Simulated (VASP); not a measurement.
Calculation: SCAN meta-GGA, VASP's PBE PAW potentials (set 64) (plane waves; VASP 6.6.1).

Input for VASP

KPOINTS:
```
Automatic
0
gamma
12 12 12
```

### INCAR
```
ALGO = Normal
EDIFF = 1E-7
ENCUT = 520
ISIF = 2
ISMEAR = 1
LASPH = .True.
LCHARG = .False.
LMAXMIX = 6
LMIXTAU = .True.
LREAL = .False.
LWAVE = .False.
METAGGA = SCAN
NELM = 100
PREC = Accurate
SIGMA = 0.1
SYSTEM = AuZn
```

File POSCAR:
```
AuZn
3.0605220
  0.9999999992   0.0000000000   0.0000000000
  0.0000000000   0.9999999992   0.0000000000
  0.0000000000   0.0000000000   0.9999999992
Zn Au
1 1
direct
  0.5000000000   0.5000000000   0.5000000000
  0.0000000000   0.0000000000   0.0000000000
```

POTCAR, in this order: Zn Au (PBE.64 set). Program: vasp_std.

Output of the run:

**OSZICAR**
```
       N       E                     dE             d eps       ncg     rms          rms(c)
DAV:   1     0.455293079720E+02    0.45529E+02   -0.12342E+04  2608   0.209E+03
DAV:   2    -0.854356910377E+02   -0.13096E+03   -0.12689E+03  2618   0.359E+02
DAV:   3    -0.896755197255E+02   -0.42398E+01   -0.42232E+01  3003   0.734E+01
DAV:   4    -0.896988086635E+02   -0.23289E-01   -0.23288E-01  3045   0.483E+00
DAV:   5    -0.896989790720E+02   -0.17041E-03   -0.17041E-03  3003   0.410E-01    0.121E+01
DAV:   6    -0.825531383702E+02    0.71458E+01   -0.44114E+00  2758   0.262E+01    0.586E+00
DAV:   7    -0.830642834391E+02   -0.51115E+00   -0.97556E-01  2709   0.172E+01    0.446E+00
DAV:   8    -0.831247156306E+02   -0.60432E-01   -0.69841E-01  2779   0.178E+01    0.268E+00
DAV:   9    -0.831612766101E+02   -0.36561E-01   -0.59589E-02  2611   0.295E+00    0.113E+00
DAV:  10    -0.831557061651E+02    0.55704E-02   -0.34323E-02  3248   0.492E+00    0.165E-01
DAV:  11    -0.831572484400E+02   -0.15423E-02   -0.42771E-03  2639   0.749E-01    0.859E-02
DAV:  12    -0.831573706648E+02   -0.12222E-03   -0.16775E-04  3498   0.360E-01    0.114E-01
DAV:  13    -0.831573785377E+02   -0.78729E-05   -0.25532E-04  2794   0.443E-01    0.168E-02
DAV:  14    -0.831573786295E+02   -0.91866E-07   -0.36653E-05  2800   0.847E-02    0.106E-02
DAV:  15    -0.831573777563E+02    0.87321E-06   -0.80613E-06  2744   0.390E-02    0.522E-03
DAV:  16    -0.831573705033E+02    0.72530E-05   -0.46518E-06  2695   0.264E-02    0.272E-03
DAV:  17    -0.831573712534E+02   -0.75010E-06   -0.84841E-07  2646   0.143E-02    0.744E-04
DAV:  18    -0.831573710348E+02    0.21859E-06   -0.66211E-08  1533   0.450E-03    0.394E-04
DAV:  19    -0.831573710042E+02    0.30595E-07   -0.10298E-08  1337   0.189E-03
   1 F= -.83157371E+02 E0= -.83157172E+02  d E =-.597156E-03
```

### OUTCAR
```
------------------------ aborting loop because EDIFF is reached ----------------------------------------
  FORCE on cell =-STRESS in cart. coord.  units (eV):
  Direction    XX          YY          ZZ          XY          YZ          ZX
  --------------------------------------------------------------------------------------
  Total        1.8349219      1.8349219      1.8349219     -0.0000000     -0.0000000      0.0000000
  in kB      102.5514145    102.5514145    102.5514145     -0.0000000     -0.0000000      0.0000000
  external PRESSURE =     102.5514145 kB  Pullay stress =       0.0000000 kB
  volume of cell :       28.67
      direct lattice vectors                 reciprocal lattice vectors
     3.060521998  0.000000000  0.000000000     0.326741648  0.000000000  0.000000000
     0.000000000  3.060521998  0.000000000     0.000000000  0.326741648  0.000000000
     0.000000000  0.000000000  3.060521998     0.000000000  0.000000000  0.326741648
 POSITION                                       TOTAL-FORCE (eV/Angst)
 -----------------------------------------------------------------------------------
      1.53026      1.53026      1.53026         0.000000      0.000000      0.000000
      0.00000      0.00000      0.00000         0.000000      0.000000      0.000000
 -----------------------------------------------------------------------------------
    total drift:                                0.000000      0.000000     -0.000000
  FREE ENERGIE OF THE ION-ELECTRON SYSTEM (eV)
  ---------------------------------------------------
  free  energy   TOTEN  =       -83.1573710042 eV

  energy  without entropy=      -83.1567738481  energy(sigma->0) =      -83.15717195
```
(Selected blocks of OUTCAR.)

The compound is AuZn in the CsCl type structure. This cell is one point of a volume scan, at 0.94 of the reference volume. The electron count is odd and the run is not spin-polarised, which forces a metal.
